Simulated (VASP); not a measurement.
Computed with PW91 GGA, VASP's PBE PAW potentials (set 64) (plane waves; VASP).

A VASP calculation is set up with these files.

### KPOINTS
```
K-points
0
G
  5 5 5
```

File POSCAR:
```
Cu2O
1
    4.3477831033     0.0000000000     0.0000000000
    0.0000000000     4.3477831033     0.0000000000
    0.0000000000     0.0000000000     4.3477831033
Cu O
4 2
Direct
  0.7500000000   0.2500000000   0.7500000000
  0.2500000000   0.7500000000   0.7500000000
  0.7500000000   0.7500000000   0.2500000000
  0.2500000000   0.2500000000   0.2500000000
  0.0000000000   0.0000000000   0.0000000000
  0.5000000000   0.5000000000   0.5000000000
```

INCAR:
```
ALGO=Normal
EDIFF=1E-7
ENCUT=520
GGA=91
ISIF=2
ISMEAR=0
LASPH=.TRUE.
LCHARG=.FALSE.
LMAXMIX=4
LREAL=.FALSE.
LWAVE=.FALSE.
NELM=100
PREC=Accurate
SIGMA=0.05
SYSTEM=Cu2O
```

POTCAR, in this order: Cu O (PBE.64 set). Program: vasp_std.

Question: Predict the energy per atom (σ→0), pressure, band gap (on the k-mesh).

Answer: 
```yaml
energy per atom (σ→0): -4.583 eV/atom
band gap (on the k-mesh): 0.43 eV
pressure: -3.14 GPa
```

OSZICAR:
```
...
DAV:  10    -0.274964564874E+02    0.48463E-02   -0.44257E-02   965   0.327E+00    0.289E-01
DAV:  11    -0.274953409507E+02    0.11155E-02   -0.99281E-03  1117   0.116E+00    0.892E-02
DAV:  12    -0.274951952116E+02    0.14574E-03   -0.12750E-03   982   0.340E-01    0.200E-02
DAV:  13    -0.274952096420E+02   -0.14430E-04   -0.13273E-04   966   0.139E-01    0.808E-03
DAV:  14    -0.274952089687E+02    0.67331E-06   -0.88524E-06   855   0.658E-02    0.249E-03
DAV:  15    -0.274952088993E+02    0.69410E-07   -0.12759E-06   926   0.191E-02    0.158E-03
DAV:  16    -0.274952088788E+02    0.20534E-07   -0.25311E-07   484   0.633E-03
   1 F= -.27495209E+02 E0= -.27495209E+02  d E =-.129548E-10
```

The compound is Cu2O in the cuprite structure. This cell is one point of a volume scan, at 1.03 of the reference volume.
